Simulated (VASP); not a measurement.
Output of a VASP run:

OSZICAR:
```
       N       E                     dE             d eps       ncg     rms          rms(c)
DAV:   1     0.272372296258E+02    0.27237E+02   -0.57312E+03  3082   0.204E+03
DAV:   2    -0.129015146791E+02   -0.40139E+02   -0.38016E+02  2974   0.198E+02
DAV:   3    -0.133684564813E+02   -0.46694E+00   -0.46605E+00  3541   0.317E+01
DAV:   4    -0.133720079383E+02   -0.35515E-02   -0.35512E-02  3583   0.243E+00
DAV:   5    -0.133720573102E+02   -0.49372E-04   -0.49372E-04  3583   0.231E-01    0.784E+00
DAV:   6    -0.114155901145E+02    0.19565E+01   -0.27894E+01  3147   0.128E+02    0.568E+00
DAV:   7    -0.108358871969E+02    0.57970E+00   -0.57359E+00  3175   0.549E+01    0.551E-01
DAV:   8    -0.108304096683E+02    0.54775E-02   -0.11490E-01  3407   0.782E+00    0.921E-01
DAV:   9    -0.108247302973E+02    0.56794E-02   -0.14665E-01  3844   0.882E+00    0.785E-02
DAV:  10    -0.108254363899E+02   -0.70609E-03   -0.12367E-03  3519   0.524E-01    0.108E-01
DAV:  11    -0.108254100730E+02    0.26317E-04   -0.45268E-04  4133   0.395E-01    0.447E-02
DAV:  12    -0.108254179087E+02   -0.78358E-05   -0.45153E-04  3288   0.446E-01    0.212E-02
DAV:  13    -0.108254267488E+02   -0.88401E-05   -0.95815E-05  3321   0.188E-01    0.529E-03
DAV:  14    -0.108254284554E+02   -0.17065E-05   -0.71108E-07  2076   0.170E-02    0.266E-03
DAV:  15    -0.108254268679E+02    0.15874E-05   -0.12935E-06  1627   0.267E-02    0.272E-04
DAV:  16    -0.108254277385E+02   -0.87058E-06   -0.17637E-07  1527   0.714E-03
   1 F= -.10825428E+02 E0= -.10825465E+02  d E =-.108254E+02
```

### OUTCAR
```
------------------------ aborting loop because EDIFF is reached ----------------------------------------
  FORCE on cell =-STRESS in cart. coord.  units (eV):
  Direction    XX          YY          ZZ          XY          YZ          ZX
  --------------------------------------------------------------------------------------
  Total       -0.0152417     -0.0152417     -0.0152417     -0.0000000      0.0000000      0.0000000
  in kB       -2.1282105     -2.1282105     -2.1282105     -0.0000000      0.0000000      0.0000000
  external PRESSURE =      -2.1282105 kB  Pullay stress =       0.0000000 kB
  volume of cell :       11.47
      direct lattice vectors                 reciprocal lattice vectors
     0.000000000  1.790192582  1.790192582    -0.279299560  0.279299560  0.279299560
     1.790192582  0.000000000  1.790192582     0.279299560 -0.279299560  0.279299560
     1.790192582  1.790192582  0.000000000     0.279299560  0.279299560 -0.279299560
 POSITION                                       TOTAL-FORCE (eV/Angst)
 -----------------------------------------------------------------------------------
      0.00000      0.00000      0.00000        -0.000000     -0.000000      0.000000
 -----------------------------------------------------------------------------------
    total drift:                                0.000000     -0.000000      0.000000
  FREE ENERGIE OF THE ION-ELECTRON SYSTEM (eV)
  ---------------------------------------------------
  free  energy   TOTEN  =       -10.8254277385 eV

  energy  without entropy=      -10.8255399839  energy(sigma->0) =      -10.82546515

 reached required accuracy - stopping structural energy minimisation
```
(Selected blocks of OUTCAR.)

### POSCAR
```
Cu
1
   -0.0000000000     1.7901925820     1.7901925820
    1.7901925820     0.0000000000     1.7901925820
    1.7901925820     1.7901925820     0.0000000000
Cu
1
Direct
  0.0000000000   0.0000000000   0.0000000000
```

Task: Write an INCAR and KPOINTS that could have produced this output.

Result: This is not unique; one that fits is the input of the run itself, r2SCAN meta-GGA, plane waves, VASP's PBE PAW potentials (set 64).

File KPOINTS:
```
K-points
0
Gamma
 17 17 17
```

INCAR:
```
LASPH=.True.   ! aspherical one-centre terms
SYSTEM=Cu
LWAVE=.False.
LREAL=.False.
NSW=40   ! most ionic steps
ISIF=3
NELM=100   ! most electronic steps
METAGGA=R2SCAN
SIGMA=0.1   ! width (eV)
ALGO=Normal
EDIFF=1E-6   ! SCF stop (eV)
ISMEAR=1   ! Methfessel-Paxton
LMIXTAU=.True.
LCHARG=.False.
PREC=Accurate
IBRION=2   ! conjugate gradients
ENCUT=500   ! plane-wave cut-off (eV)
EDIFFG=-0.02
LMAXMIX=4
```

POTCAR, in this order: Cu (PBE.64 set). Program: vasp_std.

The compound is Cu in the fcc structure. It was relaxed first.
